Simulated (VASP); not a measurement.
Here is a VASP 6.6.1 calculation.

Contents of INCAR:

```
ALGO = Normal ; EDIFF = 1E-6
ENCUT = 520 ; GGA = PE
ISIF = 2 ; ISMEAR = 0
LASPH = True ; LCHARG = True
LELF = True ; LREAL = False
LVHAR = True ; LWAVE = False
NBANDS = 29 ; NELM = 100
PREC = Accurate ; SIGMA = 0.1
```

Contents of KPOINTS:

```
k-points
0
Gamma
  4 4 6
```

POSCAR

```
W2IF
1.0
    3.8658866613      0.0000000000      0.0000000000
    0.0000000000      3.8658866613      0.0000000000
    0.0000000000      0.0000000000      4.6449222720
W I F
2 1 1
Direct
    0.0000000000      0.5000000000      0.0000000000
    0.5000000000      0.0000000000      0.0000000000
    0.5000000000      0.5000000000      0.5000000000
    0.0000000000      0.0000000000      0.5000000000
```

Potentials or basis: VASP PAW PBE potentials, release 64 (W_sv, I, F).

Launch:

```bash
$ cat potpaw_PBE.64/W_sv/POTCAR potpaw_PBE.64/I/POTCAR potpaw_PBE.64/F/POTCAR > POTCAR
$ mpirun -np 1 vasp_std > vasp.out
```

(1) Predict the band gap on the k mesh.

(2) Estimate the pressure.

Answers

(1) none (metal or under the smearing width).

(2) 0.0 GPa.

Caveat: the k mesh is coarse (spacing up to 0.41 Å⁻¹), so the values aren't converged.
